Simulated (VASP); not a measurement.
Write the native input for VASP 6.6.1 that does the following.

```yaml
Task: single point
Functional: r2SCAN
Potentials_or_basis: VASP PAW PBE potentials, release 64 (Re, Ga_d, Si)
Cutoff: 520 eV
k_mesh: 4 × 4 × 4, shifted
Occupations: fermi-dirac, width 0.1 eV
Spin: collinear spin, zero start
Starting_moments: "[0.0, 0.0, 0.0, 0.0, 0.0, 0.0] μB"
Dipole_correction: no
Further_INCAR_settings: ALGO = Normal; EDIFF = 1e-07; NBANDS = 37
```

The system is GaReSi.

```
Re Ga Si
1.0
     4.36723   -1.02951    0.07102
     0.24865    4.34600    0.02921
     0.42851   -0.40773    4.51349
Re Ga Si
2 2 2
Direct
  0.34371 0.19422 0.38726
  0.44119 0.67364 0.04202
  0.96703 0.63566 0.80257
  0.89536 0.73449 0.32520
  0.86914 0.21751 0.16934
  0.26865 0.11973 0.88119
```

The cell was built by a generator and needn't be a form met in nature.

The input as run:

POSCAR

```
GaReSi
1.0
    4.3672330000     -1.0295080000      0.0710190000
    0.2486450000      4.3459970000      0.0292130000
    0.4285070000     -0.4077300000      4.5134940000
Re Ga Si
2 2 2
Direct
    0.3437100000      0.1942240000      0.3872580000
    0.4411920000      0.6736400000      0.0420200000
    0.9670330000      0.6356620000      0.8025680000
    0.8953560000      0.7344920000      0.3252040000
    0.8691430000      0.2175050000      0.1693380000
    0.2686460000      0.1197310000      0.8811900000
```

INCAR.step1

```
PREC     = Accurate       # precision mode
ENCUT    = 520            # plane-wave cutoff, eV
ISMEAR   = -1             # smearing method
SIGMA    = 0.1            # smearing width, eV
LREAL    = False          # projectors in reciprocal space
LASPH    = True           # aspherical terms in the spheres
NELM     = 150            # most SCF steps
ISPIN    = 2              # spin polarisation
MAGMOM   = 0 0 0 0 0 0    # initial moments
LMAXMIX  = 4              # l up to which the mixer works
NBANDS   = 37             # bands
GGA      = PE             # functional
ALGO     = Normal         # electronic algorithm
EDIFF    = 1E-4           # SCF threshold, eV
LWAVE    = True           # write WAVECAR
LCHARG   = False          # write CHGCAR
```

INCAR.step2

```
PREC     = Accurate       # precision mode
ENCUT    = 520            # plane-wave cutoff, eV
EDIFF    = 1E-7           # SCF threshold, eV
ISMEAR   = -1             # smearing method
SIGMA    = 0.1            # smearing width, eV
LREAL    = False          # projectors in reciprocal space
LASPH    = True           # aspherical terms in the spheres
NELM     = 150            # most SCF steps
ALGO     = Normal         # electronic algorithm
ISIF     = 2              # what is computed and relaxed
LWAVE    = False          # write WAVECAR
LCHARG   = False          # write CHGCAR
ISPIN    = 2              # spin polarisation
MAGMOM   = 0 0 0 0 0 0    # initial moments
LORBIT   = 11             # projections on sites
LMAXMIX  = 4              # l up to which the mixer works
METAGGA  = R2SCAN         # meta-GGA
LMIXTAU  = True         
NBANDS   = 37             # bands
ISTART   = 1
```

KPOINTS

```
Automatic mesh
0
Gamma
  4 4 4
  0.5 0 0.5
```

Potentials or basis: VASP PAW PBE potentials, release 64 (Re, Ga_d, Si).

Run with:

```sh
$ cat potpaw_PBE.64/Re/POTCAR potpaw_PBE.64/Ga_d/POTCAR potpaw_PBE.64/Si/POTCAR > POTCAR
$ cp INCAR.step1 INCAR
$ mpirun -np 1 vasp_std > vasp.out
$ cp INCAR.step2 INCAR
$ mpirun -np 1 vasp_std > vasp.out
```

Results of the run:

| Property | Result |
| --- | --- |
| Pressure | 29.9 GPa |
| Largest force | 2.784 eV/Å |
| Band gap on the k mesh | none (metal or under the smearing width) |
| Net moment | 0.00 μB per cell |
| Valence electrons inside the program's atomic spheres | Re 6.31, 6.25; Ga 11.98, 12.04; Si 1.75, 1.84 |

Caveat: the k mesh is coarse (spacing up to 0.37 Å⁻¹), so the values aren't converged; a pressure of tens of GPa on the cell as given is suspect, and the run, the potentials or the cell itself is likely at fault; the PAW data sets were made with another functional, which shifts forces and pressure a little.

Wall time 5.4 min on 1 thread of Intel(R) Xeon(R) 6975P-C (Granite Rapids) (shared host), peak memory 0.34 GiB.
